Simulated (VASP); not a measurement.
Here is the system:

```xyz
2
Lattice="3.1297 0.0000 0.0000 0.0000 3.1297 0.0000 0.0000 0.0000 3.1297" Properties=species:S:1:pos:R:3 pbc="T T T"
Zn     1.5648     1.5648     1.5648
Au     0.0000     0.0000     0.0000
```

Level of theory: PBEsol GGA, VASP's PBE PAW potentials (set 64) (plane waves; VASP). Settings: 500 eV cut-off, 12×12×12 Γ-centred mesh, first-order Methfessel-Paxton smearing of 0.10 eV, potentials Zn Au.

Unless said otherwise, spin-orbit coupling is left out, though it shifts the bands of the heavy elements here.

What does the run give for the energy per atom (σ→0), band gap (on the k-mesh) with the smallest direct gap where there is one?

| Item | Value |
|---|---|
| band gap (on the k-mesh) | none (metal, semimetal or under 0.01 eV) |
| energy per atom (σ→0) | -2.978 eV/atom |

The absolute energy has meaning only against runs of the same code, potentials and settings.

The compound is AuZn in the CsCl type structure. It was relaxed first. The electron count is odd and the run is not spin-polarised, which forces a metal.
